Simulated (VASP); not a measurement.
These are r2SCAN meta-GGA, VASP's PBE PAW potentials (set 64) (plane waves; VASP 6.6.1) values and carry that method's errors.

Input for VASP

**KPOINTS**
```
kpoints
0
Gamma
 7 7 4
0 0 0
```

**INCAR**
```
ENCUT  =  520   # plane-wave cut-off (eV)
ALGO  =  Normal
METAGGA  =  R2SCAN
LCHARG  =  .FALSE.
LWAVE  =  .FALSE.
ISIF  =  2
EDIFF  =  1E-8   # SCF stop (eV)
NSW  =  30   # most ionic steps
ISMEAR  =  0
LMAXMIX  =  4
LMIXTAU  =  .TRUE.
LASPH  =  .TRUE.
SIGMA  =  0.05   # width (eV)
NELM  =  100
LREAL  =  .FALSE.   # projection in real space or not
IBRION  =  1   # quasi-Newton
SYSTEM  =  ZnO
PREC  =  Accurate
EDIFFG  =  -0.001   # ionic stop
```

### POSCAR
```
ZnO
1.0
  1.6234729096  -2.8119380006   0.0000000000
  1.6234729096   2.8119380006   0.0000000000
  0.0000000000   0.0000000000   5.2097935430
Zn O
2 2
Cart
  1.6234729096  -0.9373145415   2.6064383051
  1.6234729096   0.9373145415   0.0015415336
  1.6234729096  -0.9373145415   4.5934963713
  1.6234729096   0.9373145415   1.9885995998
```

POTCAR, in this order: Zn O (PBE.64 set). Program: vasp_std.

Output

File OSZICAR:
```
       N       E                     dE             d eps       ncg     rms          rms(c)
DAV:   1     0.267725393218E+03    0.26773E+03   -0.19466E+04  1064   0.246E+03
DAV:   2    -0.172807164472E+02   -0.28501E+03   -0.27521E+03  1164   0.446E+02
DAV:   3    -0.460989713531E+02   -0.28818E+02   -0.28658E+02  1224   0.154E+02
DAV:   4    -0.465899968877E+02   -0.49103E+00   -0.49074E+00  1158   0.216E+01
DAV:   5    -0.465934153634E+02   -0.34185E-02   -0.34183E-02  1242   0.169E+00    0.147E+01
DAV:   6    -0.378524277068E+02    0.87410E+01   -0.76331E+00  1746   0.735E+01    0.103E+01
DAV:   7    -0.357375383596E+02    0.21149E+01   -0.31580E+00  1056   0.173E+01    0.520E+00
DAV:   8    -0.390298941423E+02   -0.32924E+01   -0.91539E-01  1298   0.227E+01    0.133E+00
DAV:   9    -0.357709428653E+02    0.32590E+01   -0.90439E-01  1260   0.190E+01    0.115E+00
DAV:  10    -0.362932987749E+02   -0.52236E+00   -0.31770E-01  1068   0.581E+00    0.255E-01
DAV:  11    -0.362942175224E+02   -0.91875E-03   -0.90224E-03  1308   0.974E-01    0.392E-01
DAV:  12    -0.363077041531E+02   -0.13487E-01   -0.19146E-03  1248   0.132E+00    0.197E-01
DAV:  13    -0.363048315468E+02    0.28726E-02   -0.23859E-02  1062   0.611E+00    0.104E+00
DAV:  14    -0.363144888184E+02   -0.96573E-02   -0.61737E-03  1288   0.162E+00    0.987E-01
DAV:  15    -0.363170944214E+02   -0.26056E-02   -0.20926E-03  1216   0.576E-01    0.914E-01
DAV:  16    -0.363180355523E+02   -0.94113E-03   -0.42244E-04  1120   0.300E-01    0.901E-01
DAV:  17    -0.363176212092E+02    0.41434E-03   -0.80151E-04  1200   0.939E-01    0.684E-01
DAV:  18    -0.363171298551E+02    0.49135E-03   -0.61120E-04  1352   0.909E-01    0.447E-01
DAV:  19    -0.363169659956E+02    0.16386E-03   -0.76274E-04  1580   0.769E-01    0.220E-01
DAV:  20    -0.363169695866E+02   -0.35910E-05   -0.26649E-04  1302   0.165E-01    0.165E-01
DAV:  21    -0.363169691226E+02    0.46400E-06   -0.87368E-06  1160   0.257E-02    0.147E-01
DAV:  22    -0.363170005323E+02   -0.31410E-04   -0.22352E-05  1310   0.736E-02    0.901E-02
DAV:  23    -0.363170062650E+02   -0.57327E-05   -0.76952E-06  1540   0.702E-02    0.433E-02
DAV:  24    -0.363170100699E+02   -0.38050E-05   -0.11225E-05  1258   0.934E-02    0.824E-03
DAV:  25    -0.363170120897E+02   -0.20198E-05   -0.47096E-06  1056   0.203E-02    0.476E-03
DAV:  26    -0.363170118575E+02    0.23218E-06   -0.10632E-07  1264   0.601E-03    0.370E-03
DAV:  27    -0.363170131722E+02   -0.13147E-05   -0.15139E-07  1092   0.490E-03    0.111E-03
DAV:  28    -0.363170126255E+02    0.54670E-06   -0.16345E-08   732   0.371E-03    0.781E-04
DAV:  29    -0.363170126549E+02   -0.29351E-07   -0.38132E-08  1152   0.224E-03    0.601E-04
DAV:  30    -0.363170127196E+02   -0.64736E-07   -0.75309E-09   540   0.149E-03    0.103E-04
DAV:  31    -0.363170127431E+02   -0.23544E-07   -0.22444E-09   546   0.531E-04    0.783E-05
DAV:  32    -0.363170127320E+02    0.11180E-07   -0.44531E-10   546   0.285E-04    0.131E-04
DAV:  33    -0.363170127667E+02   -0.34760E-07   -0.17236E-10   546   0.413E-04    0.650E-05
DAV:  34    -0.363170127934E+02   -0.26685E-07   -0.75658E-11   534   0.124E-04    0.404E-05
DAV:  35    -0.363170128130E+02   -0.19575E-07   -0.25998E-11   546   0.477E-05    0.401E-05
DAV:  36    -0.363170128041E+02    0.88285E-08   -0.17864E-12   540   0.828E-05
   1 F= -.36317013E+02 E0= -.36317013E+02  d E =-.363170E+02
       N       E                     dE             d eps       ncg     rms          rms(c)
DAV:   1    -0.363170143251E+02   -0.15121E-05   -0.74874E-03  1056   0.698E-01    0.203E-02
DAV:   2    -0.363170332484E+02   -0.18923E-04   -0.20728E-04  1134   0.126E-01    0.116E-02
DAV:   3    -0.363170324215E+02    0.82689E-06   -0.19810E-06  1182   0.169E-02    0.759E-03
DAV:   4    -0.363170337350E+02   -0.13135E-05   -0.24727E-06  1056   0.152E-02    0.123E-03
DAV:   5    -0.363170330178E+02    0.71726E-06   -0.13723E-06  1056   0.127E-02    0.626E-04
DAV:   6    -0.363170340637E+02   -0.10459E-05   -0.31799E-07  1056   0.549E-03    0.619E-04
DAV:   7    -0.363170335855E+02    0.47815E-06   -0.72394E-08  1080   0.260E-03    0.171E-04
DAV:   8    -0.363170337980E+02   -0.21251E-06   -0.60117E-09   702   0.911E-04    0.737E-05
DAV:   9    -0.363170337430E+02    0.55045E-07   -0.66692E-10   546   0.293E-04    0.461E-05
DAV:  10    -0.363170337316E+02    0.11383E-07   -0.22036E-10   534   0.215E-04    0.334E-05
DAV:  11    -0.363170337511E+02   -0.19444E-07   -0.56533E-11   546   0.970E-05    0.300E-05
DAV:  12    -0.363170337239E+02    0.27166E-07   -0.39302E-11   546   0.837E-05    0.296E-05
DAV:  13    -0.363170337282E+02   -0.42746E-08   -0.89489E-12   546   0.412E-05
   2 F= -.36317034E+02 E0= -.36317034E+02  d E =-.209240E-04
       N       E                     dE             d eps       ncg     rms          rms(c)
DAV:   1    -0.363170309851E+02    0.27387E-05   -0.23734E-03  1056   0.393E-01    0.114E-02
DAV:   2    -0.363170372116E+02   -0.62265E-05   -0.65761E-05  1134   0.711E-02    0.652E-03
DAV:   3    -0.363170367875E+02    0.42410E-06   -0.62668E-07  1182   0.948E-03    0.428E-03
DAV:   4    -0.363170378562E+02   -0.10687E-05   -0.78438E-07  1056   0.857E-03    0.692E-04
DAV:   5    -0.363170371202E+02    0.73607E-06   -0.43560E-07  1056   0.716E-03    0.354E-04
DAV:   6    -0.363170377046E+02   -0.58442E-06   -0.10056E-07  1068   0.309E-03    0.349E-04
DAV:   7    -0.363170374071E+02    0.29755E-06   -0.22301E-08   770   0.146E-03    0.106E-04
DAV:   8    -0.363170375107E+02   -0.10364E-06   -0.20262E-09   564   0.590E-04    0.538E-05
DAV:   9    -0.363170375062E+02    0.45311E-08   -0.31800E-10   534   0.229E-04
   3 F= -.36317038E+02 E0= -.36317038E+02  d E =-.377800E-05
```

OUTCAR:
```
------------------------ aborting loop because EDIFF is reached ----------------------------------------
  FORCE on cell =-STRESS in cart. coord.  units (eV):
  Direction    XX          YY          ZZ          XY          YZ          ZX
  --------------------------------------------------------------------------------------
  Total       -0.0509408     -0.0509408      0.0557653      0.0000000      0.0000000      0.0000000
  in kB       -1.7158337     -1.7158342      1.8783361      0.0000000      0.0000000      0.0000000
  external PRESSURE =      -0.5177773 kB  Pullay stress =       0.0000000 kB
  volume of cell :       47.57
      direct lattice vectors                 reciprocal lattice vectors
     1.623472910 -2.811938001  0.000000000     0.307981733 -0.177813309  0.000000000
     1.623472910  2.811938001  0.000000000     0.307981733  0.177813309  0.000000000
     0.000000000  0.000000000  5.209793543     0.000000000  0.000000000  0.191946186
  FREE ENERGIE OF THE ION-ELECTRON SYSTEM (eV)
  ---------------------------------------------------
  free  energy   TOTEN  =       -36.3170375062 eV

  energy  without entropy=      -36.3170375062  energy(sigma->0) =      -36.31703751

 reached required accuracy - stopping structural energy minimisation
```
(Selected blocks of OUTCAR.)

File CONTCAR:
```
ZnO
   1.00000000000000
     1.6234729096000000   -2.8119380006000001    0.0000000000000000
     1.6234729096000000    2.8119380006000001    0.0000000000000000
     0.0000000000000000    0.0000000000000000    5.2097935430000000
  Zn              O
     2     2
Direct
     0.6666669999999968    0.3333330000000032    0.5004710006320706
     0.3333330000000032    0.6666669999999968    0.0004710006320706
     0.6666669999999968    0.3333330000000032    0.8815289993679344
     0.3333330000000032    0.6666669999999968    0.3815289993679343
```

The compound is ZnO in the wurtzite structure. This run relaxes the ions in a fixed cell. Symmetry was kept, so distortions that lower it aren't found. The start is the result of an earlier pass.
